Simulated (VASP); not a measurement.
All values below come from r2SCAN meta-GGA, VASP's PBE PAW potentials (set 64) (plane waves; VASP).

Input for VASP

POSCAR:
```
SrO
1
    0.0000000000     2.5975622109     2.5975622109
    2.5975622109     0.0000000000     2.5975622109
    2.5975622109     2.5975622109     0.0000000000
Sr O
1 1
Direct
  0.0000000000   0.0000000000   0.0000000000
  0.5000000000   0.5000000000   0.5000000000
```

### INCAR
```
# general
SYSTEM   =  SrO
PREC     =  Accurate
ENCUT    =  600
LREAL    =  .FALSE.   # projection in real space or not
LASPH    =  .TRUE.   # aspherical one-centre terms

# electronic loop
EDIFF    =  1E-7   # SCF stop (eV)
NELM     =  100   # most electronic steps
ALGO     =  Normal   # blocked Davidson
LMAXMIX  =  4
LMIXTAU  =  .TRUE.

# smearing
ISMEAR   =  0   # Gaussian
SIGMA    =  0.05   # width (eV)

# functional
METAGGA  =  R2SCAN

# ions
ISIF     =  2

# output
LWAVE    =  .FALSE.
LCHARG   =  .FALSE.
```

**KPOINTS**
```
Automatic mesh
0
Gamma
8 8 8
0 0 0
```

POTCAR, in this order: Sr_sv O (PBE.64 set). Program: vasp_std.

The run wrote:

OSZICAR:
```
       N       E                     dE             d eps       ncg     rms          rms(c)
DAV:   1     0.629908466315E+02    0.62991E+02   -0.95689E+03   696   0.148E+03
DAV:   2    -0.307093403527E+02   -0.93700E+02   -0.85474E+02   960   0.269E+02
DAV:   3    -0.345802026701E+02   -0.38709E+01   -0.38369E+01   928   0.525E+01
DAV:   4    -0.347103667279E+02   -0.13016E+00   -0.13011E+00   928   0.798E+00
DAV:   5    -0.347114322408E+02   -0.10655E-02   -0.10655E-02   932   0.796E-01    0.155E+01
DAV:   6    -0.268880333181E+02    0.78234E+01   -0.67937E+00   848   0.211E+01    0.142E+01
DAV:   7    -0.268351337305E+02    0.52900E-01   -0.44803E-01   860   0.740E+00    0.839E+00
DAV:   8    -0.280950710383E+02   -0.12599E+01   -0.47508E-01   716   0.937E+00    0.123E+00
DAV:   9    -0.267427099690E+02    0.13524E+01   -0.33106E-01   704   0.799E+00    0.375E-01
DAV:  10    -0.270594385723E+02   -0.31673E+00   -0.16311E-01   728   0.497E+00    0.243E-01
DAV:  11    -0.270523596808E+02    0.70789E-02   -0.38223E-03   960   0.876E-01    0.159E-01
DAV:  12    -0.270528182792E+02   -0.45860E-03   -0.24446E-03   868   0.637E-01    0.160E-01
DAV:  13    -0.270540617259E+02   -0.12434E-02   -0.75682E-04   740   0.394E-01    0.799E-02
DAV:  14    -0.270561768105E+02   -0.21151E-02   -0.99144E-04   724   0.459E-01    0.156E-01
DAV:  15    -0.270564539467E+02   -0.27714E-03   -0.33826E-04   740   0.259E-01    0.214E-02
DAV:  16    -0.270567007738E+02   -0.24683E-03   -0.10045E-04   740   0.131E-01    0.275E-02
DAV:  17    -0.270567025857E+02   -0.18119E-05   -0.11323E-05   980   0.369E-02    0.233E-02
DAV:  18    -0.270567232860E+02   -0.20700E-04   -0.52800E-06   728   0.289E-02    0.176E-02
DAV:  19    -0.270567247417E+02   -0.14557E-05   -0.88901E-06   812   0.349E-02    0.606E-03
DAV:  20    -0.270567252256E+02   -0.48389E-06   -0.14746E-06   876   0.113E-02    0.496E-03
DAV:  21    -0.270567254006E+02   -0.17508E-06   -0.16038E-07   592   0.413E-03    0.418E-03
DAV:  22    -0.270567250117E+02    0.38895E-06   -0.68232E-08   484   0.320E-03    0.176E-03
DAV:  23    -0.270567255213E+02   -0.50961E-06   -0.11145E-07   492   0.460E-03    0.973E-04
DAV:  24    -0.270567252309E+02    0.29044E-06   -0.89801E-08   488   0.434E-03    0.366E-04
DAV:  25    -0.270567254543E+02   -0.22341E-06   -0.94543E-09   384   0.111E-03    0.976E-05
DAV:  26    -0.270567254166E+02    0.37623E-07   -0.17703E-09   376   0.491E-04
   1 F= -.27056725E+02 E0= -.27056725E+02  d E =-.137912E-10
```

File OUTCAR:
```
------------------------ aborting loop because EDIFF is reached ----------------------------------------
  FORCE on cell =-STRESS in cart. coord.  units (eV):
  Direction    XX          YY          ZZ          XY          YZ          ZX
  --------------------------------------------------------------------------------------
  Total       -0.3126097     -0.3126097     -0.3126097      0.0000000      0.0000000     -0.0000000
  in kB      -14.2884494    -14.2884494    -14.2884494      0.0000000      0.0000000     -0.0000000
  external PRESSURE =     -14.2884494 kB  Pullay stress =       0.0000000 kB
  volume of cell :       35.05
      direct lattice vectors                 reciprocal lattice vectors
     0.000000000  2.597562211  2.597562211    -0.192488171  0.192488171  0.192488171
     2.597562211  0.000000000  2.597562211     0.192488171 -0.192488171  0.192488171
     2.597562211  2.597562211  0.000000000     0.192488171  0.192488171 -0.192488171
  FREE ENERGIE OF THE ION-ELECTRON SYSTEM (eV)
  ---------------------------------------------------
  free  energy   TOTEN  =       -27.0567254166 eV

  energy  without entropy=      -27.0567254166  energy(sigma->0) =      -27.05672542
```
(Selected blocks of OUTCAR.)

The compound is SrO in the rock salt structure. This cell was strained or had an atom moved on purpose.
